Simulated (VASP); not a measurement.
# Rb4Hg2Ge in VASP: further runs

Runs on Rb4Hg2Ge. Level: PBEsol. Tasks: single point.

Program: VASP 6.6.1. These are calculated values, not measurements. Logs are shortened: lines on timing, memory, paths and dates and some standing lists are left out, and cuts for length are marked.

**1. The structure**

The cell holds a amorphous, 7 atoms: a = 7.466 Å, b = 6.334 Å, c = 6.373 Å, α = 98.23°, β = 92.63°, γ = 86.46°.

The cell was built by a generator and needn't be a form met in nature.

**2. Single point, PBEsol**

INCAR reads:

```
  PREC = Accurate
  ENCUT = 520
  EDIFF = 1E-6
  ISMEAR = 0
  SIGMA = 0.05
  LREAL = F
  LASPH = T
  NELM = 100
  ALGO = Fast
  ISIF = 2
  LWAVE = F
  LCHARG = T
  GGA = PS
  LELF = T
  LVHAR = T
  NBANDS = 46
```

KPOINTS reads:

```
Automatic mesh
0
Gamma
  2 3 3
```

POSCAR reads:

```
Rb4Hg2Ge
1.0
    7.4209980000      0.3778020000     -0.7225310000
    0.0653840000      6.3332730000     -0.0565910000
    0.3634150000     -0.8602260000      6.3039380000
Hg Ge Rb
2 1 4
Direct
    0.8522899825      0.8825673698      0.9748495787
    0.1840891308      0.6149880050      0.0305561206
    0.1448085881      0.9859494515      0.7641468808
    0.4392194397      0.5866830845      0.5364603274
    0.6947539617      0.3986978973      0.0187300363
    0.9631503227      0.5317382500      0.5510675335
    0.6982110434      0.0422349161      0.4599858437
```

Potentials or basis: VASP PAW PBE potentials, release 64 (Hg, Ge_d, Rb_sv).

Launch:

```console
> cat potpaw_PBE.64/Hg/POTCAR potpaw_PBE.64/Ge_d/POTCAR potpaw_PBE.64/Rb_sv/POTCAR > POTCAR
> mpirun -np 1 vasp_std > vasp.out
```

OUTCAR:

```text
PREC = Accurate
   ENCUT = 520
   EDIFF = 1E-6
   ISMEAR = 0
   LREAL = F
   LASPH = T
   NELM = 100
   ISIF = 2
   GGA = PS

 ion  position               nearest neighbor table
   1  0.852  0.883  0.975-   3 2.77   2 2.95   6 3.34   7 3.35   5 3.38   5 3.40   7 3.68   4 4.39
                             6 4.58
   2  0.184  0.615  0.031-   1 2.95   3 3.08   6 3.39   4 3.69   4 3.73   6 3.89   5 3.97   5 3.97

   3  0.145  0.986  0.764-   1 2.77   2 3.08   6 3.34   4 3.45   7 3.80   6 4.03   5 4.35
   4  0.439  0.587  0.536-   3 3.45   6 3.60   7 3.67   2 3.69   2 3.73   7 3.83   5 3.84   5 3.89
                             6 3.90   1 4.39
   5  0.695  0.399  0.019-   1 3.38   1 3.40   4 3.84   7 3.85   6 3.87   6 3.88   4 3.89   7 3.93
                             2 3.97   2 3.97   3 4.35   7 4.61   7 5.79
   6  0.963  0.532  0.551-   3 3.34   1 3.34   2 3.39   4 3.60   7 3.74   7 3.79   5 3.87   5 3.88
                             2 3.89   4 3.90   3 4.03   1 4.58
   7  0.698  0.042  0.460-   1 3.35   4 3.67   1 3.68   6 3.74   6 3.79   3 3.80   4 3.83   5 3.85
                             5 3.93   5 4.61   5 5.79

  LATTYP: Found a triclinic cell.
 ALAT       =     6.3338633156
 B/A-ratio  =     1.3130528782
 C/A-ratio  =     1.1786889140
 COS(alpha) =     0.0118529170
 COS(beta)  =     0.0617265076
 COS(gamma) =     0.6518387131

  Lattice vectors:

 A1 = (   0.0653840000,   6.3332730000,  -0.0565910000)
 A2 = (   0.4287990000,   5.4730470000,   6.2473470000)
 A3 = (   7.4209980000,   0.3778020000,  -0.7225310000)

Analysis of symmetry for initial positions (statically):
=====================================================================
 Subroutine PRICEL returns:
 Original cell was already a primitive cell.

 Routine SETGRP: Setting up the symmetry group for a
 triclinic supercell.

 Subroutine GETGRP returns: Found  1 space group operations
 (whereof  1 operations were pure point group operations)
 out of a pool of  2 trial point group operations.

The static configuration has the point symmetry C_1 .

Analysis of symmetry for dynamics (positions and initial velocities):
=====================================================================
 Subroutine PRICEL returns:
 Original cell was already a primitive cell.

 Routine SETGRP: Setting up the symmetry group for a
 triclinic supercell.

 Subroutine GETGRP returns: Found  1 space group operations
 (whereof  1 operations were pure point group operations)
 out of a pool of  2 trial point group operations.

The dynamic configuration has the point symmetry C_1 .

 Subroutine INISYM returns: Found  1 space group operations
 (whereof  1 operations are pure point group operations),
 and found     1 'primitive' translations

----------------------------------------------------------------------------------------

                                     Primitive cell

  volume of cell :     297.4590

  direct lattice vectors                    reciprocal lattice vectors
     7.420998000  0.377802000 -0.722531000     0.134055066 -0.001454798 -0.007926645
     0.065384000  6.333273000 -0.056591000    -0.005917120  0.158153217  0.021922468
     0.363415000 -0.860226000  6.303938000     0.015311712  0.001253012  0.157919283

  length of vectors
     7.465654473  6.333863316  6.372730462     0.134297092  0.159774989  0.158664799

  position of ions in fractional coordinates (direct lattice)
     0.852289982  0.882567370  0.974849579
     0.184089131  0.614988005  0.030556121
     0.144808588  0.985949451  0.764146881
     0.439219440  0.586683085  0.536460327
     0.694753962  0.398697897  0.018730036
     0.963150323  0.531738250  0.551067534
     0.698211043  0.042234916  0.459985844

  ion indices of the primitive-cell ions
   primitive index   ion index
                 1           1
                 2           2
                 3           3
                 4           4
                 5           5
                 6           6
                 7           7

----------------------------------------------------------------------------------------

 KPOINTS: Automatic mesh

Automatic generation of k-mesh.
 Grid dimensions read from file:
 generate k-points for:    2    3    3

 Generating k-lattice:

  Cartesian coordinates                     Fractional coordinates (reciprocal lattice)
     0.067027533 -0.000727399 -0.003963322     0.500000000 -0.000000000  0.000000000
    -0.001972373  0.052717739  0.007307489     0.000000000  0.333333333  0.000000000
     0.005103904  0.000417671  0.052639761    -0.000000000  0.000000000  0.333333333

  Length of vectors
     0.067148546  0.053258330  0.052888266

  Shift w.r.t. Gamma in fractional coordinates (k-lattice)
     0.000000000  0.000000000  0.000000000

 Subroutine IBZKPT returns following result:
 ===========================================

 Found     10 irreducible k-points:

 Following reciprocal coordinates:
            Coordinates               Weight
  0.000000  0.000000  0.000000      1.000000
  0.500000 -0.000000  0.000000      1.000000
  0.000000  0.333333 -0.000000      2.000000
  0.500000  0.333333 -0.000000      2.000000
 -0.000000  0.000000  0.333333      2.000000
  0.500000 -0.000000  0.333333      2.000000
 -0.000000  0.333333  0.333333      2.000000
  0.500000  0.333333  0.333333      2.000000
 -0.000000 -0.333333  0.333333      2.000000
  0.500000 -0.333333  0.333333      2.000000
   k-points           NKPTS =     10   k-points in BZ     NKDIM =     10   number of bands    NBANDS=     46
   number of dos      NEDOS =    301   number of ions     NIONS =      7
   total plane-waves  NPLWV = 129024
   dimension x,y,z NGX =    56 NGY =   48 NGZ =   48
   dimension x,y,z NGXF=   112 NGYF=   96 NGZF=   96
   ions per type =               2   1   4
   NGX,Y,Z   is equivalent  to a cutoff of  12.47, 12.60, 12.52 a.u.
   NGXF,Y,Z  is equivalent  to a cutoff of  24.94, 25.20, 25.04 a.u.
 SYSTEM =  unknown system
   PREC   = accura    normal or accurate (medium, high low for compatibility)
   ISTART =      0    job   : 0-new  1-cont  2-samecut
   ICHARG =      2    charge: 1-file 2-atom 10-const
   ISPIN  =      1    spin polarized calculation?
   LNONCOLLINEAR =      F non collinear calculations
   LSORBIT =      F    spin-orbit coupling
   LASPH  =      T    aspherical Exc in radial PAW
   ENCUT  =  520.0 eV  38.22 Ry    6.18 a.u.  13.88 11.78 11.85*2*pi/ulx,y,z
   NELM   =    100;   NELMIN=  2; NELMDL= -5     # of ELM steps
   EDIFF  = 0.1E-05   stopping-criterion for ELM
   LREAL  =      F    real-space projection
   EDIFFG = 0.1E-04   stopping-criterion for IOM
   NSW    =      0    number of steps for IOM
   IBRION =     -1    ionic relax: 0-MD 1-quasi-New 2-CG
   NFREE  =      0    steps in history (QN), initial steepest desc. (CG)
   ISIF   =      2    stress and relaxation
   ISYM   =      2    0-nonsym 1-usesym 2-fastsym
   POTIM  = 0.5000    time-step for ionic-motion
   TEBEG  =    0.0;   TEEND  =   0.0 temperature during run
   PSTRESS=    0.0 pullay stress
   NELECT =      74.0000    total number of electrons
   NUPDOWN=      -1.0000    fix difference up-down
   EMIN   =  10.00;   EMAX   =-10.00  energy-range for DOS
   EFERMI =   0.00;   METHOD = LEGACY
   ISMEAR =     0;   SIGMA  =   0.05  broadening in eV -4-tet -1-fermi 0-gaus
   EFERMI_NEDOS =   21; number of points for ismear=-14 and -15
   IALGO  =     68    algorithm
   IMIX   =      4    mixing-type and parameters
     AMIX     =   0.40;   BMIX     =  1.00
     AMIX_MAG =   1.60;   BMIX_MAG =  1.00
  volume/ion in A,a.u.               =      42.49       286.76
  Fermi-wavevector in a.u.,A,eV,Ry     =   1.029619  1.945697 14.423734  1.060115
  Thomas-Fermi vector in A             =   2.163675
   LORBIT       =      0    0 simple, 1 ext, 2 COOP (PROOUT), +10 PAW based schemes
   GGA     = PS    functional components
   LHFCALC =     F    Hartree Fock is set to
   AEXX    =    0.0000 exact exchange contribution
   IVDW    =     0    specifies the selected vdW correction
   LEPSILON=     F    determine dielectric tensor
   LRPA    =     F    only Hartree local field effects (RPA)
 non-spin polarized calculation
 RMM-DIIS sequential band-by-band and
 Gauss-broadening in eV      SIGMA  =   0.05
  energy-cutoff  :      520.00
  volume of cell :      297.46
 maximum number of plane-waves:      8025
 NGX is ok and might be reduce to    56
   NGX = 27   NGY = 23   NGZ = 23

 number of electron      73.9999988 magnetization

 Free energy of the ion-electron system (eV)
  ---------------------------------------------------
  ext. energy  EPLUGINS =         0.00000000
  ---------------------------------------------------
  free energy    TOTEN  =        -8.39649162 eV

  energy without entropy =       -8.38931801  energy(sigma->0) =       -8.39290482

 E-fermi :   1.3572     XC(G=0):  -7.7264

 val. band max:        1.3482419674   @ k =  -0.0000   0.3333   0.3333
 cond. band min:       1.3729239811   @ k =  -0.0000  -0.3333   0.3333
 fundamental gap:      0.0246820137
 Fermi energy:         1.3571942957

 k-point     1 :       0.0000    0.0000    0.0000
  band No.  band energies     occupation
      1     -27.4678      2.00000
      2     -27.3988      2.00000
      3     -27.2759      2.00000
      4     -27.0436      2.00000
      5     -22.7988      2.00000
      6     -22.7891      2.00000
[... 38 lines left out ...]
     45       3.8872      0.00000
     46       4.5623      0.00000

 k-point     2 :       0.5000   -0.0000    0.0000
  band No.  band energies     occupation
      1     -27.4640      2.00000
      2     -27.4008      2.00000
      3     -27.2765      2.00000
      4     -27.0451      2.00000
      5     -22.7988      2.00000
      6     -22.7891      2.00000
[... 384 lines left out ...]
 k-point    10 :       0.5000   -0.3333    0.3333
  band No.  band energies     occupation
      1     -27.4453      2.00000
      2     -27.4145      2.00000
      3     -27.2788      2.00000
      4     -27.0480      2.00000
      5     -22.7988      2.00000
      6     -22.7891      2.00000
[... 38 lines left out ...]
     45       4.0761      0.00000
     46       4.2684      0.00000

------------------------ aborting loop because EDIFF is reached ----------------------------------------

  FORCE on cell =-STRESS in cart. coord.  units (eV):
  Direction    XX          YY          ZZ          XY          YZ          ZX
  --------------------------------------------------------------------------------------
  -------------------------------------------------------------------------------------
  Total        0.8180989      2.9512473      3.0474224     -0.0926778      0.2467346     -0.0814768
  in kB        4.4064552     15.8960472     16.4140669     -0.4991826      1.3289654     -0.4388517
  external PRESSURE =      12.2388564 kB  Pullay stress =       0.0000000 kB

 VOLUME and BASIS-vectors are now :
 -----------------------------------------------------------------------------
  energy-cutoff  :      520.00
  volume of cell :      297.46
      direct lattice vectors                 reciprocal lattice vectors
     7.420998000  0.377802000 -0.722531000     0.134055066 -0.001454798 -0.007926645
     0.065384000  6.333273000 -0.056591000    -0.005917120  0.158153217  0.021922468
     0.363415000 -0.860226000  6.303938000     0.015311712  0.001253012  0.157919283

 POSITION                                       TOTAL-FORCE (eV/Angst)
 -----------------------------------------------------------------------------------
      6.73682      5.07295      5.47964         0.131346      0.192566     -0.139237
      1.41744      3.93815      0.02481         0.240231      0.002871      0.114633
      1.41679      5.64166      4.65671        -0.021797      0.289070      0.163731
      3.49276      3.42008      3.03126        -0.546198      0.166037      0.200766
      5.18864      2.77143     -0.40647        -0.161305     -0.134688     -0.059399
      7.38257      3.25748      2.74790         0.447253     -0.340173     -0.413605
      5.35135      0.13558      2.39285        -0.089530     -0.175683      0.133111
 -----------------------------------------------------------------------------------
    total drift:                                0.000532      0.001279     -0.000538

  FREE ENERGIE OF THE ION-ELECTRON SYSTEM (eV)
  ---------------------------------------------------
  free  energy   TOTEN  =        -8.3964916201 eV

  energy  without entropy=       -8.3893180112  energy(sigma->0) =       -8.39290482
```

Wall time 9.8 min (1 thread of AMD EPYC 7R13 (Zen 3), shared host); peak memory 0.39 GiB.

Results:

```
Free energy            : -8.3965 eV
Pressure               : 1.2 GPa
Largest force          : 0.698 eV/Å
Band gap on the k mesh : 0.02 eV, indirect (least direct gap 0.19 eV)
```

Forces on the atoms (eV/Å):
```
Hg   0.131  0.193 -0.139
Hg   0.240  0.003  0.115
Ge  -0.022  0.289  0.164
Rb  -0.546  0.166  0.201
Rb  -0.161 -0.135 -0.059
Rb   0.447 -0.340 -0.414
Rb  -0.090 -0.176  0.133
```

Caveat: the k mesh is coarse (spacing up to 0.42 Å⁻¹), so the values aren't converged; the PAW data sets were made with another functional, which shifts forces and pressure a little; spin-orbit coupling is left out, which moves the levels of the heavy elements. PBEsol gaps usually lie below the measured ones, often by a third to a half.

(Part 1 of 2 ends here.)
